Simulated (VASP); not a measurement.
OSZICAR of a VASP run on C (graphite):

File OSZICAR:
```
       N       E                     dE             d eps       ncg     rms          rms(c)
DAV:   1     0.449024675629E+02    0.44902E+02   -0.84347E+03  1512   0.125E+03
DAV:   2    -0.416807326598E+02   -0.86583E+02   -0.78493E+02  2128   0.235E+02
DAV:   3    -0.454809560222E+02   -0.38002E+01   -0.37695E+01  1920   0.498E+01
DAV:   4    -0.455278693183E+02   -0.46913E-01   -0.46868E-01  1904   0.636E+00
DAV:   5    -0.455288902539E+02   -0.10209E-02   -0.10203E-02  1868   0.898E-01    0.826E+00
DAV:   6    -0.416111027690E+02    0.39178E+01   -0.20526E+00  1776   0.107E+01    0.604E+00
DAV:   7    -0.379533129658E+02    0.36578E+01   -0.34716E-01  1748   0.646E+00    0.132E+00
DAV:   8    -0.394803454085E+02   -0.15270E+01   -0.11583E+00  1644   0.895E+00    0.136E+00
DAV:   9    -0.403017304933E+02   -0.82139E+00   -0.12204E-01  1780   0.332E+00    0.739E-01
DAV:  10    -0.401138439401E+02    0.18789E+00   -0.15821E-02  1636   0.152E+00    0.617E-01
DAV:  11    -0.395234768619E+02    0.59037E+00   -0.21210E-01  1608   0.459E+00    0.212E-01
DAV:  12    -0.397236764163E+02   -0.20020E+00   -0.42817E-02  1560   0.245E+00    0.154E-01
DAV:  13    -0.397237281119E+02   -0.51696E-04   -0.27287E-04  1972   0.154E-01    0.146E-01
DAV:  14    -0.397528756998E+02   -0.29148E-01   -0.81934E-03  1528   0.110E+00    0.181E-01
DAV:  15    -0.397527730379E+02    0.10266E-03   -0.70909E-05  1944   0.702E-02    0.162E-01
DAV:  16    -0.397542597048E+02   -0.14867E-02   -0.49118E-04  1636   0.277E-01    0.394E-02
DAV:  17    -0.397545699370E+02   -0.31023E-03   -0.76389E-04  1512   0.305E-01    0.350E-01
DAV:  18    -0.397547117393E+02   -0.14180E-03   -0.84134E-05  1760   0.103E-01    0.362E-01
DAV:  19    -0.397548133539E+02   -0.10161E-03   -0.22041E-05  1648   0.683E-02    0.308E-01
DAV:  20    -0.397550054218E+02   -0.19207E-03   -0.46346E-05  1668   0.743E-02    0.198E-01
DAV:  21    -0.397550296691E+02   -0.24247E-04   -0.49548E-06  1916   0.257E-02    0.154E-01
DAV:  22    -0.397550558077E+02   -0.26139E-04   -0.63243E-06  1664   0.283E-02    0.112E-01
DAV:  23    -0.397550606996E+02   -0.48920E-05   -0.92570E-07  1328   0.110E-02    0.706E-02
DAV:  24    -0.397550606376E+02    0.62085E-07   -0.17803E-06  1588   0.163E-02
   1 F= -.39755061E+02 E0= -.39755099E+02  d E =-.397551E+02
       N       E                     dE             d eps       ncg     rms          rms(c)
DAV:   1    -0.397555555642E+02   -0.49486E-03   -0.17929E-02  1512   0.116E+00    0.857E-02
DAV:   2    -0.397551833673E+02    0.37220E-03   -0.44416E-04  1692   0.176E-01    0.488E-02
DAV:   3    -0.397550083681E+02    0.17500E-03   -0.49100E-04  1724   0.181E-01    0.859E-03
DAV:   4    -0.397551054888E+02   -0.97121E-04   -0.51306E-05  1636   0.878E-02    0.682E-03
DAV:   5    -0.397550559959E+02    0.49493E-04   -0.37030E-05  1584   0.795E-02    0.570E-03
DAV:   6    -0.397551222713E+02   -0.66275E-04   -0.15158E-05  1560   0.490E-02    0.155E-03
DAV:   7    -0.397551228751E+02   -0.60374E-06   -0.28699E-07  1276   0.706E-03
   2 F= -.39755123E+02 E0= -.39755161E+02  d E =-.622375E-04
       N       E                     dE             d eps       ncg     rms          rms(c)
DAV:   1    -0.397551847429E+02   -0.62472E-04   -0.22545E-03  1516   0.411E-01    0.279E-02
DAV:   2    -0.397551437590E+02    0.40984E-04   -0.49349E-05  1732   0.574E-02    0.169E-02
DAV:   3    -0.397551262599E+02    0.17499E-04   -0.55249E-05  1732   0.588E-02    0.326E-03
DAV:   4    -0.397551314153E+02   -0.51554E-05   -0.48836E-06  1648   0.278E-02    0.291E-03
DAV:   5    -0.397551306817E+02    0.73361E-06   -0.40644E-06  1572   0.254E-02
   3 F= -.39755131E+02 E0= -.39755169E+02  d E =-.700441E-04
```

Problem. Which electronic solver shows in the log?

Solution. It is blocked Davidson (ALGO = Normal, or the opening steps of other solvers). The INCAR had ALGO = Normal.

Problem. Can the final energy be trusted as converged?

Solution. The calculation finished and met its thresholds. It stopped with EDIFF = 1E-6, NELM = 100, NSW = 60 and EDIFFG = -0.02 after 3 ionic steps (r2SCAN meta-GGA, plane waves, VASP's PBE PAW potentials (set 64)).

The compound is C in the graphite structure. This run relaxes it. Symmetry was kept, so distortions that lower it aren't found. The start is the result of an earlier pass.
